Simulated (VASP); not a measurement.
Data:

```
Ce
1.0
    1.51468    -3.03778     0.00000
    1.51468     3.03778     0.00000
    0.00000     0.00000     5.12509
Ce
2
Direct
  0.90329   0.09671   0.25000
  0.09671   0.90329   0.75000
```

All values below come from PBEsol GGA, VASP's PBE PAW potentials (set 64) (plane waves; VASP 6.6.1). Numerical set-up: 400 eV cut-off, Gaussian smearing of 0.050 eV, potentials Ce.

Problem. What does the run give for the band gap (along the path) with the smallest direct gap where there is one?

Solution. 
- band gap (along the path) = none (metal, semimetal or under 0.01 eV)

Only differences to runs with the same potentials and settings are physical.

The structure comes from a measured Ce entry (Cmcm) of the Crystallography Open Database, whose conditions weren't checked. It was relaxed first. The run is not spin-polarised, so no magnetic state was tried.
